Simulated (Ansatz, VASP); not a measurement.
# Cross-check of ZrC between VASP and Ansatz, part 2 of 2

One calculation is typed for both programs; each brings its own data sets. How far apart do they land? The cell is generated by rule, not measured, and may not be a known phase. The cell is taken from a series of runs on this material, whose earlier steps may have relaxed, scaled, displaced or heated it; both programs get it as it stands.

VASP 6.6.1 and Ansatz 0.2.0.

So far. Step 5 (Ansatz: single point, LDA, pair 2): The run ends at a pressure of 0.03 GPa, with forces up to 0.28 eV/Å.

### 6. VASP: single point, LDA, pair 2

Level of this step: LDA; plane waves and PAW (Zr_sv, C); invented cell (VASP).

The same cell, functional (in two slightly different forms), mesh and smearing now go to VASP, with its own data sets.

File INCAR:

```
SYSTEM = ZrC
PREC = Accurate
ENCUT = 600
EDIFF = 1E-06
NELM = 120
ISMEAR = 1
SIGMA = 0.15
LREAL = .FALSE.
ALGO = Normal
GGA = PW92
NBANDS = 40
LASPH = .TRUE.
LORBIT = 11
LWAVE = .FALSE.
LCHARG = .FALSE.
ISIF = 2
GGA_COMPAT = .FALSE.
KPAR = 2
```

File POSCAR:

```
ZrC
1.0
    2.8705367897      0.0000000000      0.0000000000
    0.0000000000      2.8705367897     -2.8705367897
    0.0000000000      5.7410735793      5.7410735793
Zr C
4 4
Direct
    0.9947956667      0.0000000000      0.0000000000
    0.0000000000      0.5000000000      0.2500000000
    0.0052043333      0.0000000000      0.5000000000
    0.0000000000      0.5000000000      0.7500000000
    0.5000000000      0.0000000000      0.2500000000
    0.5139346760      0.5000000000      0.5000000000
    0.5000000000      0.0000000000      0.7500000000
    0.4860653240      0.5000000000      0.0000000000
```

File KPOINTS:

```
Automatic mesh
0
Gamma
12 8 4
0 0 0
```

PAW data sets: Zr_sv and C (LDA family, release 64).

Command:

```console
$ mpirun -np 2 vasp_std
```

Numbers of over 12 decimals in the logs are rounded to 6 here.

What it wrote:

```text
[banner, memory and clock lines left out]
running    2 mpi-ranks, on    1 nodes
[...]
[... a notice as in an earlier step ...]

 LDA part: xc-table for (Slater(with rela. corr.)+PW92), standard interpolation
 POSCAR, INCAR and KPOINTS ok, starting setup
[...]
entering main loop
       N       E                     dE             d eps       ncg     rms          rms(c)
DAV:   1     0.642342954985E+03    0.64234E+03   -0.37483E+04  8400   0.182E+03
DAV:   2    -0.255308361620E+02   -0.66787E+03   -0.64231E+03  9320   0.483E+02
DAV:   3    -0.864779972495E+02   -0.60947E+02   -0.57990E+02 13464   0.114E+02
DAV:   4    -0.894300066571E+02   -0.29520E+01   -0.29413E+01 12216   0.233E+01
[...]
DAV:  12    -0.754537172583E+02    0.11716E-04   -0.23291E-04 12528   0.828E-02    0.281E-02
DAV:  13    -0.754537042582E+02    0.13000E-04   -0.23874E-05 11568   0.252E-02    0.562E-03
DAV:  14    -0.754537038221E+02    0.43617E-06   -0.27578E-06  8016   0.715E-03
   1 F= -.75453704E+02 E0= -.75453331E+02  d E =-.111802E-02
```

OUTCAR, selected parts (step 6):

```text
  Total        0.0976484      0.1693125      0.1693125      0.0000000     -0.0160696      0.0000000
  in kB        1.6535849      2.8671496      2.8671496      0.0000000     -0.2721241      0.0000000
  external PRESSURE =       2.4626280 kB  Pullay stress =       0.0000000 kB

 POSITION                                       TOTAL-FORCE (eV/Angst)
 -----------------------------------------------------------------------------------
      2.85560      0.00000      0.00000        -0.279024      0.000000      0.000000
      0.00000      2.87054     -0.00000         0.000000     -0.000000     -0.000000
      0.01494      2.87054      2.87054         0.279024      0.000000      0.000000
      0.00000      5.74107      2.87054         0.000000     -0.000000      0.000000
      1.43527      1.43527      1.43527        -0.000000     -0.000000     -0.000000
      1.47527      4.30581      1.43527         0.063196      0.000000      0.000000
      1.43527      4.30581      4.30581         0.000000      0.000000      0.000000
      1.39527      1.43527     -1.43527        -0.063196      0.000000      0.000000
 -----------------------------------------------------------------------------------
    total drift:                                0.000000     -0.000000     -0.000000

  FREE ENERGIE OF THE ION-ELECTRON SYSTEM (eV)
  ---------------------------------------------------
  free  energy   TOTEN  =       -75.4537038221 eV

  energy  without entropy=      -75.4525858070  energy(sigma->0) =      -75.45333115

[... 3 further parts left out ...]
[key lines of the parts left out:]
E-fermi :  10.9162
```

The run ends at a pressure of 0.25 GPa, with forces up to 0.28 eV/Å.

### 7. Comparison

Compared:

| quantity | Ansatz | VASP | difference |
| --- | --- | --- | --- |
| pressure (GPa) | 0.03 | 0.25 | -0.22 |

Forces (eV/Å; atoms numbered as in POSCAR):

| atom | Ansatz x, y, z | VASP x, y, z |
| --- | --- | --- |
| Zr1 | -0.279, 0.000, 0.000 | -0.279, 0.000, 0.000 |
| Zr2 | 0.000, 0.000, 0.000 | 0.000, 0.000, 0.000 |
| Zr3 | 0.279, 0.000, 0.000 | 0.279, 0.000, 0.000 |
| Zr4 | 0.000, 0.000, 0.000 | 0.000, 0.000, 0.000 |
| C5 | 0.000, 0.000, 0.000 | 0.000, 0.000, 0.000 |
| C6 | 0.066, 0.000, 0.000 | 0.063, 0.000, 0.000 |
| C7 | 0.000, 0.000, 0.000 | 0.000, 0.000, 0.000 |
| C8 | -0.066, 0.000, 0.000 | -0.063, 0.000, 0.000 |

The forces differ by 0.8 meV/Å r.m.s., which is 1.0 % of the r.m.s. force of 0.083 eV/Å (both taken over all components).

### 8. VASP: single point, LDA, pair 3

A single point gives forces, pressure and levels at one fixed geometry, so differences don't come from the geometry; what else differs is listed under the comparison.

INCAR is that of step 6.

File POSCAR:

```
ZrC
1.0
    2.8705367897      0.0000000000      0.0000000000
    0.0000000000      2.8705367897     -2.8705367897
    0.0000000000      5.7410735793      5.7410735793
Zr C
4 4
Direct
    0.9895913333      0.0000000000      0.0000000000
    0.0000000000      0.5000000000      0.2500000000
    0.0104086667      0.0000000000      0.5000000000
    0.0000000000      0.5000000000      0.7500000000
    0.5000000000      0.0000000000      0.2500000000
    0.5278693519      0.5000000000      0.5000000000
    0.5000000000      0.0000000000      0.7500000000
    0.4721306481      0.5000000000      0.0000000000
```

KPOINTS is that of step 6.

Command:

```console
$ mpirun -np 2 vasp_std
```

What it wrote:

```text
[... set-up lines as in an earlier step ...]
 entering main loop
       N       E                     dE             d eps       ncg     rms          rms(c)
DAV:   1     0.642077433675E+03    0.64208E+03   -0.37468E+04  8400   0.182E+03
DAV:   2    -0.258584434666E+02   -0.66794E+03   -0.64233E+03  9352   0.483E+02
DAV:   3    -0.865134912331E+02   -0.60655E+02   -0.57774E+02 13496   0.114E+02
DAV:   4    -0.894395935748E+02   -0.29261E+01   -0.29162E+01 12232   0.233E+01
[...]
DAV:  12    -0.754736528783E+02    0.22296E-04   -0.33749E-04 12320   0.105E-01    0.308E-02
DAV:  13    -0.754736396205E+02    0.13258E-04   -0.29609E-05 11928   0.268E-02    0.637E-03
DAV:  14    -0.754736389140E+02    0.70659E-06   -0.31305E-06  8168   0.878E-03
   1 F= -.75473639E+02 E0= -.75473967E+02  d E =0.984151E-03
```

OUTCAR, selected parts (step 8):

```text
  Total        0.0786726      0.3053977      0.3053977      0.0000000     -0.0772497     -0.0000000
  in kB        1.3322465      5.1716242      5.1716242      0.0000000     -1.3081516     -0.0000000
  external PRESSURE =       3.8918317 kB  Pullay stress =       0.0000000 kB

 POSITION                                       TOTAL-FORCE (eV/Angst)
 -----------------------------------------------------------------------------------
      2.84066      0.00000      0.00000        -0.545174      0.000000      0.000000
      0.00000      2.87054     -0.00000         0.000000     -0.000000     -0.000000
      0.02988      2.87054      2.87054         0.545174      0.000000      0.000000
      0.00000      5.74107      2.87054         0.000000      0.000000     -0.000000
      1.43527      1.43527      1.43527         0.000000     -0.000000      0.000000
      1.51527      4.30581      1.43527         0.123479      0.000000      0.000000
      1.43527      4.30581      4.30581         0.000000     -0.000000      0.000000
      1.35527      1.43527     -1.43527        -0.123479      0.000000      0.000000
 -----------------------------------------------------------------------------------
    total drift:                                0.000000     -0.000000     -0.000000

  FREE ENERGIE OF THE ION-ELECTRON SYSTEM (eV)
  ---------------------------------------------------
  free  energy   TOTEN  =       -75.4736389140 eV

  energy  without entropy=      -75.4746230647  energy(sigma->0) =      -75.47396696

[... 2 parts as in an earlier step ...]

[... 1 further part left out ...]
[key lines of the parts left out:]
E-fermi :  10.9157
```

The run ends at a pressure of 0.39 GPa, with forces up to 0.55 eV/Å.

### 9. Ansatz: single point, LDA, pair 3

The same cell, functional (in two slightly different forms), mesh and smearing now go to Ansatz, which takes its cutoff from its data sets.

The cell is taken from a series of runs on this material, whose earlier steps may have relaxed, scaled, displaced or heated it; both programs get it as it stands.

File input.yaml:

```yaml
crystal:
  lattice:
    - [2.8705367897, 0.0, 0.0]
    - [0.0, 2.8705367897, -2.8705367897]
    - [0.0, 5.7410735793, 5.7410735793]
  atoms:
    - { symbol: Zr, position: [-0.0104086667, 1.0, 0.0] }
    - { symbol: Zr, position: [0.0, 0.5, 0.25] }
    - { symbol: Zr, position: [0.0104086667, 0.0, 0.5] }
    - { symbol: Zr, position: [0.0, 0.5, 0.75] }
    - { symbol: C, position: [0.5, 0.0, 0.25] }
    - { symbol: C, position: [0.5278693519, 0.5, 0.5] }
    - { symbol: C, position: [0.5, 0.0, 0.75] }
    - { symbol: C, position: [0.4721306481, 0.5, 0.0] }
kpoints:
  mp_grid: { grid: [12, 8, 4] }
hamiltonian:
  xc: lda
scf:
  occupations: { method: methfessel_paxton, width: 0.15 }
output:
  forces: true
  stress: true
  eigenvalues: true
```

Command:

```console
$ ansatz run input.yaml --threads 4 --pin off --max-ram 7168MiB --backend cpu --events-out ev --progress --plain --runs-dir out
```

What it wrote:

```text
[...]
Crystal: 8 atoms, lattice volume = 94.613 Å³
Basis set: ecut = 420 eV, 1847 PW (Γ)
Bands: 40, of which v1, the nominal top of the filled ones, is band 32 counted from 1 (31 counted from 0)
Symmetry: 8 space group operations
[...]
k-points: 105 of 384
[...]
k-point 0: bands = [... 28 lower, 15.9056, 16.5538, 16.6072, 16.7105, 16.7252, 17.8122, 17.8358, 17.8402, ... 4 higher]
  k-point 1: bands = [... 28 lower, 16.3056, 16.3892, 16.6771, 16.7737, 16.9381, 17.3860, 17.6184, 17.8528, ... 4 higher]
  k-point 2: bands = [... 28 lower, 16.5239, 16.5239, 16.7848, 16.7848, 17.1361, 17.1361, 17.2090, 17.2090, ... 4 higher]
  k-point 104: bands = [... 28 lower, 16.7690, 16.7690, 16.9310, 16.9310, 17.1099, 17.1099, 17.2721, 17.2721, ... 4 higher]
[key lines of the parts left out:]
SCF converged after 6 iterations
Free energy (F): -17279.624878 eV
Fermi energy:    16.561674 eV
P = ⅓ Tr σ = 0.1743 GPa (1.743 kbar)
```

The run ends at a pressure of 0.17 GPa, with forces up to 0.54 eV/Å.

### 10. Side by side

The two programs side by side:

| quantity | Ansatz | VASP | difference |
| --- | --- | --- | --- |
| pressure (GPa) | 0.17 | 0.39 | -0.21 |

Forces (eV/Å; atoms numbered as in POSCAR):

| atom | Ansatz x, y, z | VASP x, y, z |
| --- | --- | --- |
| Zr1 | -0.544, 0.000, 0.000 | -0.545, 0.000, 0.000 |
| Zr2 | 0.000, 0.000, 0.000 | 0.000, 0.000, 0.000 |
| Zr3 | 0.544, 0.000, 0.000 | 0.545, 0.000, 0.000 |
| Zr4 | 0.000, 0.000, 0.000 | 0.000, 0.000, 0.000 |
| C5 | 0.000, 0.000, 0.000 | 0.000, 0.000, 0.000 |
| C6 | 0.129, 0.000, 0.000 | 0.123, 0.000, 0.000 |
| C7 | 0.000, 0.000, 0.000 | 0.000, 0.000, 0.000 |
| C8 | -0.129, 0.000, 0.000 | -0.123, 0.000, 0.000 |

The forces differ by 1.5 meV/Å r.m.s., which is 0.9 % of the r.m.s. force of 0.161 eV/Å (both taken over all components).

### 11. Results

| Item | Value |
| --- | --- |
| r.m.s. force difference (single point, LDA, pair 1) | 2.0 % of the r.m.s. force |
| r.m.s. force difference (single point, LDA, pair 2) | 0.8 meV/Å |
| r.m.s. force difference (single point, LDA, pair 3) | 1.5 meV/Å |

What this shows: The r.m.s. force difference is 2.0 % of the r.m.s. force (single point, LDA, pair 1), within the 3 % picked in this series as the mark of a large difference. 5 further runs of this series are not shown here. How closely two codes agree says nothing of how well the functional describes the real material.

[Lines on the potential files, build, host, timing and source positions are cut from VASP's logs without a mark.]

[Logs are printed without paths, hosts, clocks, repeated set-up lines and the standing remarks that a program may print on its own settings, such as how far it seeks lower states.]

[Hosts, paths, dates, database ids (printed as entryN), source tags and the programs' standing remarks are cut or masked in the printed files.]
